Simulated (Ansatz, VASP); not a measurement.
# ZrSe3: VASP beside Ansatz, part 2 of 2

Wanted: the spread between two codes on one cell, functional and k mesh.  The cell comes out of the VASP series on this material, whose earlier steps may have relaxed, scaled or displaced it; both programs get it as it stands.

VASP 6.6.1 and Ansatz 0.2.0.

So far: Starting point; VASP: zone-centre phonons, LDA.

## (2) VASP: zone-centre phonons, LDA (continued)

Level of this step: LDA; plane waves and PAW (Zr_sv, Se) (VASP).

Numbers of over 12 decimals in the logs are rounded to 6 here.

From OUTCAR (step 2):

```text
ion  position               nearest neighbor table
   1  0.280  0.250  0.666-   6 2.69   6 2.69   8 2.69   8 2.69   4 2.74   4 2.74   3 2.82   3 2.82

  LATTYP: Found a simple monoclinic cell.
 ALAT       =     5.2915238327
 B/A-ratio  =     0.6877951235
 C/A-ratio  =     1.7363572297
 COS(beta)  =    -0.1036305816

 Subroutine GETGRP returns: Found  4 space group operations
 (whereof  2 operations were pure point group operations)

The static configuration has the point symmetry S_2 .
 The point group associated with its full space group is C_2h.

 Found     70 irreducible k-points:

   k-points           NKPTS =     70   k-points in BZ     NKDIM =     70   number of bands    NBANDS=     38

   dimension x,y,z NGX =    36 NGY =   24 NGZ =   60
   dimension x,y,z NGXF=    72 NGYF=   48 NGZF=  120

   ENCUT  =  400.0 eV  29.40 Ry    5.42 a.u.   8.63  5.94 14.98*2*pi/ulx,y,z

   NELECT =      60.0000    total number of electrons

 k-points in reciprocal lattice and weights: Automatic mesh
   0.00000000  0.00000000  0.00000000       0.005
   0.16666667  0.00000000 -0.00000000       0.010
   0.33333333  0.00000000 -0.00000000       0.010
   0.50000000  0.00000000 -0.00000000       0.005
   0.00000000  0.12500000  0.00000000       0.010
   0.16666667  0.12500000 -0.00000000       0.021
   0.33333333  0.12500000 -0.00000000       0.021
   0.50000000  0.12500000 -0.00000000       0.010
   0.00000000  0.25000000  0.00000000       0.010
[...]
0.33333333  0.50000000  0.50000000       0.010
   0.50000000  0.50000000  0.50000000       0.005

 average (electrostatic) potential at core
       1 -77.9890       2 -77.9890       3 -58.3582       4 -58.3582       5 -58.9539
       6 -58.9539       7 -58.9501       8 -58.9501

[...]
1.97093      2.72961      7.66132        -0.024511      0.000000     -0.003186
      4.68660      0.90987      1.54651        -0.032771      0.000000     -0.032364
     -0.47263      2.72961      7.65050         0.032771      0.000000      0.032364
 -----------------------------------------------------------------------------------
    total drift:                               -0.000000     -0.000000      0.000000

 Eigenvectors and eigenvalues of the dynamical matrix
 ----------------------------------------------------

   1 f  =    7.963361 THz    50.035271 2PiTHz  265.629121 cm-1    32.933799 meV
             X         Y         Z           dx          dy          dz
      0.763207  0.909871  6.093648     0.009336   -0.000000    0.513073
      3.450759  2.729613  3.103358    -0.009336   -0.000000   -0.513073
      3.424022  0.909871  5.152230    -0.002465    0.000000    0.121510
      0.789944  2.729613  4.044776     0.002465    0.000000   -0.121510
      2.243039  0.909871  1.535684     0.284569    0.000000    0.187598
      1.970927  2.729613  7.661322    -0.284569   -0.000000   -0.187598
      4.686598  0.909871  1.546508    -0.273493   -0.000000    0.175863
     -0.472632  2.729613  7.650497     0.273493    0.000000   -0.175863

   2 f  =    7.825210 THz    49.167247 2PiTHz  261.020921 cm-1    32.362455 meV
             X         Y         Z           dx          dy          dz
      0.763207  0.909871  6.093648    -0.005143    0.000000   -0.539519
      3.450759  2.729613  3.103358    -0.005143   -0.000000   -0.539519
      3.424022  0.909871  5.152230     0.000796    0.000000    0.250902
      0.789944  2.729613  4.044776     0.000796    0.000000    0.250902
      2.243039  0.909871  1.535684     0.216634    0.000000    0.167608
      1.970927  2.729613  7.661322     0.216634   -0.000000    0.167608
      4.686598  0.909871  1.546508    -0.211971   -0.000000    0.161201
     -0.472632  2.729613  7.650497    -0.211971   -0.000000    0.161201

   3 f  =    7.219980 THz    45.364474 2PiTHz  240.832621 cm-1    29.859426 meV
             X         Y         Z           dx          dy          dz
      0.763207  0.909871  6.093648    -0.574635   -0.000000    0.001813
      3.450759  2.729613  3.103358    -0.574635    0.000000    0.001813
      3.424022  0.909871  5.152230     0.294868    0.000000   -0.004214
      0.789944  2.729613  4.044776     0.294868    0.000000   -0.004214
      2.243039  0.909871  1.535684     0.153465   -0.000000    0.125853
      1.970927  2.729613  7.661322     0.153465    0.000000    0.125853
      4.686598  0.909871  1.546508     0.167806    0.000000   -0.123600
     -0.472632  2.729613  7.650497     0.167806    0.000000   -0.123600

   4 f  =    6.931415 THz    43.551365 2PiTHz  231.207118 cm-1    28.666016 meV
             X         Y         Z           dx          dy          dz
      0.763207  0.909871  6.093648    -0.539131   -0.000000    0.009403
      3.450759  2.729613  3.103358     0.539131   -0.000000   -0.009403
      3.424022  0.909871  5.152230     0.328005    0.000000    0.017769
      0.789944  2.729613  4.044776    -0.328005    0.000000   -0.017769
      2.243039  0.909871  1.535684    -0.160741    0.000000   -0.153566
      1.970927  2.729613  7.661322     0.160741   -0.000000    0.153566
      4.686598  0.909871  1.546508    -0.173176   -0.000000    0.148108
     -0.472632  2.729613  7.650497     0.173176    0.000000   -0.148108

   5 f  =    6.175308 THz    38.800606 2PiTHz  205.986111 cm-1    25.539011 meV
             X         Y         Z           dx          dy          dz
      0.763207  0.909871  6.093648    -0.000000    0.608046    0.000000
      3.450759  2.729613  3.103358     0.000000   -0.608046   -0.000000
      3.424022  0.909871  5.152230    -0.000000    0.056701   -0.000000
      0.789944  2.729613  4.044776     0.000000   -0.056701   -0.000000
      2.243039  0.909871  1.535684    -0.000000    0.253476   -0.000000
      1.970927  2.729613  7.661322     0.000000   -0.253476    0.000000
      4.686598  0.909871  1.546508     0.000000    0.250630    0.000000
     -0.472632  2.729613  7.650497     0.000000   -0.250630    0.000000

   6 f  =    6.156493 THz    38.682384 2PiTHz  205.358492 cm-1    25.461196 meV
             X         Y         Z           dx          dy          dz
      0.763207  0.909871  6.093648    -0.000000    0.595626    0.000000
      3.450759  2.729613  3.103358     0.000000    0.595626   -0.000000
      3.424022  0.909871  5.152230    -0.000000   -0.133953    0.000000
      0.789944  2.729613  4.044776    -0.000000   -0.133953   -0.000000
      2.243039  0.909871  1.535684     0.000000   -0.258039    0.000000
      1.970927  2.729613  7.661322     0.000000   -0.258039    0.000000
      4.686598  0.909871  1.546508     0.000000   -0.246379   -0.000000
     -0.472632  2.729613  7.650497     0.000000   -0.246379    0.000000

   7 f  =    5.472847 THz    34.386912 2PiTHz  182.554527 cm-1    22.633866 meV
             X         Y         Z           dx          dy          dz
      0.763207  0.909871  6.093648     0.008348    0.000000   -0.075049
      3.450759  2.729613  3.103358    -0.008348    0.000000    0.075049
      3.424022  0.909871  5.152230     0.074548   -0.000000   -0.652029
      0.789944  2.729613  4.044776    -0.074548   -0.000000    0.652029
      2.243039  0.909871  1.535684     0.174105   -0.000000    0.094017
      1.970927  2.729613  7.661322    -0.174105   -0.000000   -0.094017
      4.686598  0.909871  1.546508    -0.138195    0.000000    0.073135
     -0.472632  2.729613  7.650497     0.138195    0.000000   -0.073135

   8 f  =    5.352003 THz    33.627624 2PiTHz  178.523588 cm-1    22.134094 meV
             X         Y         Z           dx          dy          dz
      0.763207  0.909871  6.093648    -0.003408    0.000000    0.021803
      3.450759  2.729613  3.103358    -0.003408   -0.000000    0.021803
      3.424022  0.909871  5.152230     0.002885   -0.000000    0.562126
      0.789944  2.729613  4.044776     0.002885   -0.000000    0.562126
      2.243039  0.909871  1.535684    -0.076331   -0.000000   -0.297333
      1.970927  2.729613  7.661322    -0.076331    0.000000   -0.297333
      4.686598  0.909871  1.546508     0.077360    0.000000   -0.288620
     -0.472632  2.729613  7.650497     0.077360    0.000000   -0.288620

   9 f  =    5.267366 THz    33.095840 2PiTHz  175.700434 cm-1    21.784068 meV
             X         Y         Z           dx          dy          dz
      0.763207  0.909871  6.093648    -0.171932   -0.000000    0.012735
      3.450759  2.729613  3.103358     0.171932    0.000000   -0.012735
      3.424022  0.909871  5.152230    -0.596082   -0.000000   -0.080969
      0.789944  2.729613  4.044776     0.596082   -0.000000    0.080969
      2.243039  0.909871  1.535684    -0.180801    0.000000   -0.128122
      1.970927  2.729613  7.661322     0.180801   -0.000000    0.128122
      4.686598  0.909871  1.546508    -0.193578   -0.000000    0.147751
     -0.472632  2.729613  7.650497     0.193578    0.000000   -0.147751

  10 f  =    4.367192 THz    27.439874 2PiTHz  145.673832 cm-1    18.061245 meV
             X         Y         Z           dx          dy          dz
      0.763207  0.909871  6.093648    -0.011586   -0.000000   -0.002933
      3.450759  2.729613  3.103358    -0.011586   -0.000000   -0.002933
      3.424022  0.909871  5.152230    -0.504495    0.000000    0.002963
      0.789944  2.729613  4.044776    -0.504495    0.000000    0.002963
      2.243039  0.909871  1.535684     0.247959   -0.000000    0.235614
      1.970927  2.729613  7.661322     0.247959   -0.000000    0.235614
      4.686598  0.909871  1.546508     0.270176    0.000000   -0.235245
     -0.472632  2.729613  7.650497     0.270176   -0.000000   -0.235245

  11 f  =    4.079034 THz    25.629325 2PiTHz  136.061921 cm-1    16.869521 meV
             X         Y         Z           dx          dy          dz
      0.763207  0.909871  6.093648     0.000000    0.020256   -0.000000
      3.450759  2.729613  3.103358    -0.000000   -0.020256    0.000000
      3.424022  0.909871  5.152230    -0.000000    0.691844    0.000000
      0.789944  2.729613  4.044776    -0.000000   -0.691844   -0.000000
    [... 145 further lines ...]
      4.686598  0.909871  1.546508    -0.455575    0.000000   -0.191109
     -0.472632  2.729613  7.650497    -0.455575   -0.000000   -0.191109

 ELASTIC MODULI CONTR FROM IONIC RELAXATION (kBar)
 Direction    XX          YY          ZZ          XY          YZ          ZX
 --------------------------------------------------------------------------------
 XX       -1085.8952   -432.0606   -375.7178     -0.0000     -0.0000      9.3508
 YY        -432.0606   -476.6542   -535.3843      0.0000     -0.0000      1.9581
 ZZ        -375.7178   -535.3843   -790.0841      0.0000     -0.0000    -21.3217
 XY          -0.0000      0.0000      0.0000   -132.8895      1.3688      0.0000
 YZ          -0.0000     -0.0000     -0.0000      1.3688   -689.1594     -0.0000
 ZX           9.3508      1.9581    -21.3217      0.0000     -0.0000   -459.5062
 --------------------------------------------------------------------------------
```

## (3) Ansatz: zone-centre phonons, LDA

Ansatz runs on its default PAW (the set named soft_2) files.

The same cell, functional (in two slightly different forms), mesh and smearing now go to Ansatz, which takes its cutoff from its data sets.

input.yaml

```yaml
crystal:
  lattice:
    - [5.2910288191, 0.0, 0.0723775322]
    - [0.0, 3.6394842878, 0.0]
    - [-1.0770627976, 0.0, 9.1246278016]
  atoms:
    - { symbol: Zr, position: [0.2797387606, 0.25, 0.6656053252] }
    - { symbol: Zr, position: [0.7202612394, 0.75, 0.3343946748] }
    - { symbol: Se, position: [0.760851416, 0.25, 0.5586157873] }
    - { symbol: Se, position: [0.239148584, 0.75, 0.4413842127] }
    - { symbol: Se, position: [0.4574537842, 0.25, 0.1646723995] }
    - { symbol: Se, position: [0.5425462158, 0.75, 0.8353276005] }
    - { symbol: Se, position: [0.9187810535, 0.25, 0.1621993837] }
    - { symbol: Se, position: [0.0812189465, 0.75, 0.8378006163] }
hamiltonian:
  xc: lda
  pseudopotentials: { kind: paw }
kpoints:
  mp_grid: { grid: [6, 8, 4] }
scf:
  occupations: { method: methfessel_paxton, width: 0.2 }
phonons:
  method: dfpt
  qpoints: [[0, 0, 0]]
```

Launch:

```bash
$ ansatz run input.yaml --threads 4 --pin off --max-ram 9216MiB --backend cpu --events-out ev --progress --plain --runs-dir out
```

Output:

```text
zone centre: on kpoints.mp_grid the ground state, and the responses unless they are solved on pairs of k-points, stand on 70 of the mesh's 192 k-points, reduced under 2 symmetry operations, with k and −k counted as one. Each operation leaves every solved displacement unchanged or reverses it
Engine: ansatz 0.2.0, aarch64-unknown-linux-gnu
Pseudopotentials: kind: paw
Pseudopotential: Zr, paw, valence charge 12, recommended cutoff 420 eV (normal), Zr.paw.azcp
Pseudopotential: Se, paw, valence charge 16, recommended cutoff 420 eV (normal), Se.paw.azcp
Functional definition: SPW92
  exchange = slater_x
  correlation = pw_c
Crystal: 8 atoms, lattice volume = 175.993 Å³
Basis set: ecut = 420 eV, 3421 PW (Γ), exchange–correlation on 72×60×128 points (8 copies of the dense FFT grid, shifted against one another)
Bands: 72, of which v1, the nominal top of the filled ones, is band 60 counted from 1 (59 counted from 0)
Symmetry: 4 space group operations
k-points: 70 of 192 (irreducible under 2 space group operations, time reversal used)
Non-local potential: Zr, projectors of the file, l = 0: 3, l = 1: 2, l = 2: 2, l = 3: 2
Non-local potential: Se, projectors of the file, l = 0: 2, l = 1: 2, l = 2: 3, l = 3: 1
PAW form: soft (Blöchl's): semilocal exchange-correlation on the pseudo side does not see the compensation charge
PAW frozen core: Zr, regenerated for the run's functional, and the local potential with it (the file was generated under x = pbe(κ = 0.804, μ = 0.219515), c = pbe(β = 0.066725))
PAW frozen core: Se, regenerated for the run's functional, and the local potential with it (the file was generated under x = pbe(κ = 0.804, μ = 0.219515), c = pbe(β = 0.066725))
PAW one-centre angular grid: Zr, 590 points (default); XC on 64 Gauss nodes
PAW one-centre angular grid: Se, 590 points (default); XC on 64 Gauss nodes
Initial density: superposition of atomic densities (neutral atoms: chi_scale 0, normalization atom), corrected by the library's trained network
Initial wavefunctions: pseudopotential atomic-orbital guess
Functional: x = slater, c = lda
SCF iter   1: F=—  HF=-40463.296720 eV  |F-HF|=—  |Δ(HF+E_count)|=         —  Δρ=6.29e-3  dr2=7.40e-2  ethr=1.77e-3  ⟨swp⟩=5.3  Hψ=17632  notcnv=0
preconditioner: auto → LDOS  [metal: Δε(μ)=0.042 eV  Ē_g=8.684 eV  σ=0.200 eV  W_gap=0.18  n_scr=52 (ndim 8)  ℏωp=18.6 eV  f_vac=0.022  D(μ)=1.88/eV (n_scr^D=8)  β→1.0]
SCF iter   2: F=—  HF=-40463.317340 eV  |F-HF|=—  |Δ(HF+E_count)|=   2.06e-2  S|Δr|=    0.00e0  Δρ=5.10e-3  dr2=1.79e-1  ethr=6.17e-5  ⟨swp⟩=2.0  Hψ=10525  notcnv=0  defer=300
SCF iter   3: F=—  HF=-40463.289199 eV  |F-HF|=—  |Δ(HF+E_count)|=   2.81e-2  S|Δr|=    0.00e0  Δρ=1.90e-3  dr2=2.16e-2  ethr=6.17e-5  ⟨swp⟩=2.0  Hψ=7149  notcnv=0  defer=300
SCF iter   4: F=—  HF=-40463.285516 eV  |F-HF|=—  |Δ(HF+E_count)|=   3.68e-3  S|Δr|=    0.00e0  Δρ=3.60e-4  dr2=6.42e-4  ethr=1.80e-5  ⟨swp⟩=2.0  Hψ=5852  notcnv=0  defer=300
SCF iter   5: F=—  HF=-40463.285371 eV  |F-HF|=—  |Δ(HF+E_count)|=   1.45e-4  S|Δr|=    0.00e0  Δρ=5.53e-5  dr2=8.87e-6  ethr=5.35e-7  ⟨swp⟩=2.0  Hψ=6033  notcnv=0  defer=300
SCF iter   6: F=—  HF=-40463.285371 eV  |F-HF|=—  |Δ(HF+E_count)|=   1.84e-7  S|Δr|=    0.00e0  Δρ=1.20e-5  dr2=2.13e-7  ethr=7.39e-9  ⟨swp⟩=2.0  Hψ=7036  notcnv=0
SCF iter   7: F=—  HF=-40463.285371 eV  |F-HF|=—  |Δ(HF+E_count)|=   3.25e-8  S|Δr|=    0.00e0  Δρ=3.80e-6  dr2=2.98e-8  ethr=1.77e-10  ⟨swp⟩=2.0  Hψ=8651  notcnv=0
SCF iter   8: F=—  HF=-40463.285371 eV  |F-HF|=—  |Δ(HF+E_count)|=   4.93e-9  S|Δr|=    0.00e0  Δρ=1.28e-6  dr2=5.27e-9  ethr=2.48e-11  ⟨swp⟩=2.0  Hψ=6693  notcnv=0
SCF iter   9: F=—  HF=-40463.285371 eV  |F-HF|=—  |Δ(HF+E_count)|=  5.53e-10  S|Δr|=    0.00e0  Δρ=3.81e-7  dr2=2.46e-10  ethr=4.39e-12  ⟨swp⟩=2.0  Hψ=6666  notcnv=0
SCF iter  10: F=—  HF=-40463.285371 eV  |F-HF|=—  |Δ(HF+E_count)|=  5.09e-11  S|Δr|=    0.00e0  Δρ=1.16e-7  dr2=1.59e-11  ethr=1.00e-12  ⟨swp⟩=1.9  Hψ=5033  notcnv=0
SCF iter  11: F=-40463.285371 eV  HF=-40463.285371 eV  |F-HF|=7.28e-12  |Δ(HF+E_count)|=    0.00e0  S|Δr|=    0.00e0  Δρ=3.53e-8  dr2=1.26e-12  ethr=1.00e-12  ⟨swp⟩=9.1  Hψ=24865  notcnv=0
SCF 1 converged in 11 iterations: F = -40463.285371 eV  dr2 = 1.26e-12
  greatest PAW one-centre occupation: 1.000 electrons in one spin orbital (limit 2), on the Se atom at site 5 (counted from 0), in its partial waves of l = 2
DFPT response loops at Γ: preconditioner auto → Kerker (q_TF=auto, 2.560 Å⁻¹) (partly filled bands, converged f_vac=0.018); β = 1.00, the filter's whole step (`scf.mixing.beta` (0.50) is not read by the response loops under this deck's `scf.mixing.preconditioner`; to damp them name `kerker` or `kerker_dos`, under which they read `scf.mixing.beta`, and type it under 1.00, their step now; both keys bind the ground state too); Broyden in place of MSR1
SCF converged after 11 iterations
Stability not checked: this state was not tested for a lower state beside it, because cold or Methfessel-Paxton smearing, or corrected tetrahedra, fill the levels in a way that the test cannot read (fill_not_monotonic; see scf.lower_state_search)
Free energy (F): -40463.285371 eV
Harris-Foulkes:  -40463.285371 eV  (|F-HF|=7.28e-12)
Internal energy: -40463.284931 eV  (E = F + TS)
E sigma→0 (E₀):  -40463.285261 eV
Entropy (-TS):   -0.000440 eV (-0.055 meV/atom)
Fermi energy:    10.335150 eV
--- Per-component energies (eV) ---
  E_band       = -2363.781723
  E_kinetic    = 1388.803143
  E_local      = -15373.900417  (includes V_loc(G=0)·N_el)
  E_nonlocal   = -3367.547503
  E_hartree    = 7427.277788
  E_xc         = -948.321251
  E_vxc        = -979.665258  (∫ρ·V_xc dr)
  E_paw        = -16659.742973  (= ΣΔE_a)
  E_vpaw       = 1113.976267  (= ΣTr[D̂ρ^β])
  E_aug_tail   = -0.003571  (compensation charges beyond the density's cutoff)
  E_ewald      = -12943.895124
  E_core_change = 14.044975  (= ΣΔE_core)
  E_smearing   = -0.000440  (= −TS)
  E_closure    = 0.000000  (closes the sum)
  Σ components = -40463.285371   (vs F -40463.285371, Δ=0.00e0)
--- Band table (eV; the first three rows and the last of 70) ---
  k-point 0: bands = [... 56 lower, 9.7854, 9.9068, 10.3130, 10.7770, 11.2171, 11.4762, 13.2897, 13.4609, ... 8 higher]
  k-point 1: bands = [... 56 lower, 9.7863, 9.8800, 10.2435, 10.7077, 10.9380, 11.6937, 13.3532, 13.3851, ... 8 higher]
  k-point 2: bands = [... 56 lower, 9.8246, 9.9459, 10.1378, 10.6368, 10.8478, 11.7605, 13.3212, 13.4250, ... 8 higher]
  k-point 69: bands = [... 56 lower, 8.7960, 8.7960, 8.9464, 8.9464, 10.3958, 10.3958, 13.1113, 13.1113, ... 8 higher]
--- Phonons (Γ-DFPT): 12 representative perturbations + reference, on 70 of 192 k-points (Σ response iterations 42) ---
  k mesh reduced under 2 symmetry operations, with k and −k counted as one. Each operation leaves every solved displacement unchanged or reverses it
  ASR residual: 1.162e-4 → 0.000e0 eV/Å²; symmetrization residual: 1.022e-5 eV/Å²
  ASR residual per site (eV/Å²): 7.75e-5 7.75e-5 3.50e-5 3.50e-5 1.16e-4 1.16e-4 9.26e-5 9.26e-5
  Γ frequencies (cm⁻¹): -78.85 0.00 0.00 0.00 50.65 58.96 71.17 85.69 100.40 101.09 107.46 122.91 129.59 135.11 144.85 175.21 177.70 181.44 203.64 204.06 229.28 239.16 258.68 263.39
  non-analytic LO–TO correction: not included (Born effective charges unavailable; polar crystals: no LO–TO splitting at Γ)
--- Phonons (arbitrary-q DFPT): 1 explicit q-point ---
  q = [0, 0, 0] (of the zone-centre solve; hermiticity 1.48e-6, symmetrization 1.28e-13): -78.85 -0.00 -0.00 0.00 50.65 58.96 71.17 85.69 100.40 101.09 107.46 122.91 129.59 135.11 144.85 175.21 177.70 181.44 203.64 204.06 229.28 239.16 258.68 263.39
  sum rule: each row above includes the acoustic sum rule's correction from the zone centre's row sums; it moved no ω² by more than (0.68 cm⁻¹)²
```

Run time: 7.9 min. Hardware: 4 threads of Arm Neoverse V1, shared host; peak memory 2.9 GiB.

Reading the cycles: dr2 is the Hartree energy of the density residual (eV), the measure of convergence; HF is the Harris–Foulkes estimate of the energy, which meets the free energy F at convergence.

## (4) Comparison

Known differences besides the PAW data sets themselves: the two LDA forms differ slightly; the data sets hold 120 valence electrons in Ansatz (default PAW (the set named soft_2) files) and 60 in VASP; the cutoff is 420 eV in Ansatz and 400 eV in VASP; Ansatz makes its cores anew for this functional, VASP keeps those of its LDA data sets. Total energies have different zeros and are not compared.

Both answers:

| quantity | Ansatz | VASP | difference |
| --- | --- | --- | --- |
| mode 1 (cm⁻¹) | -78.8 | -71.5 | +10.26 % |
| mode 5 (cm⁻¹) | 50.6 | 50.8 | -0.20 % |
| mode 6 (cm⁻¹) | 59.0 | 58.6 | +0.54 % |
| mode 7 (cm⁻¹) | 71.2 | 71.0 | +0.27 % |
| mode 8 (cm⁻¹) | 85.7 | 86.1 | -0.49 % |
| mode 9 (cm⁻¹) | 100.4 | 100.8 | -0.40 % |
| mode 10 (cm⁻¹) | 101.1 | 101.9 | -0.80 % |
| mode 11 (cm⁻¹) | 107.5 | 107.9 | -0.37 % |
| mode 12 (cm⁻¹) | 122.9 | 123.4 | -0.42 % |
| mode 13 (cm⁻¹) | 129.6 | 132.8 | -2.39 % |
| mode 14 (cm⁻¹) | 135.1 | 136.1 | -0.70 % |
| mode 15 (cm⁻¹) | 144.8 | 145.7 | -0.57 % |
| mode 16 (cm⁻¹) | 175.2 | 175.7 | -0.28 % |
| mode 17 (cm⁻¹) | 177.7 | 178.5 | -0.46 % |
| mode 18 (cm⁻¹) | 181.4 | 182.6 | -0.61 % |
| mode 19 (cm⁻¹) | 203.6 | 205.4 | -0.84 % |
| mode 20 (cm⁻¹) | 204.1 | 206.0 | -0.94 % |
| mode 21 (cm⁻¹) | 229.3 | 231.2 | -0.83 % |
| mode 22 (cm⁻¹) | 239.2 | 240.8 | -0.69 % |
| mode 23 (cm⁻¹) | 258.7 | 261.0 | -0.90 % |
| mode 24 (cm⁻¹) | 263.4 | 265.6 | -0.84 % |

## (5) Outcome

| Item | Value |
| --- | --- |
| difference in mode 1 (zone-centre phonons, LDA) | 10 % |

The difference in mode 1 is 10 % (zone-centre phonons, LDA), beyond the 3 % picked in this series as the mark of a large difference. Differences of this kind measure data sets and numerical settings, not the functional's error against experiment.

[Lines on the potential files, build, host, timing and source positions are cut from VASP's logs without a mark.]

[Logs are printed without paths, hosts, clocks, repeated set-up lines and the standing remarks that a program may print on its own settings, such as how far it seeks lower states.]

[Hosts, paths, dates, database ids (printed as entryN), source tags and the programs' standing remarks are cut or masked in the printed files.]
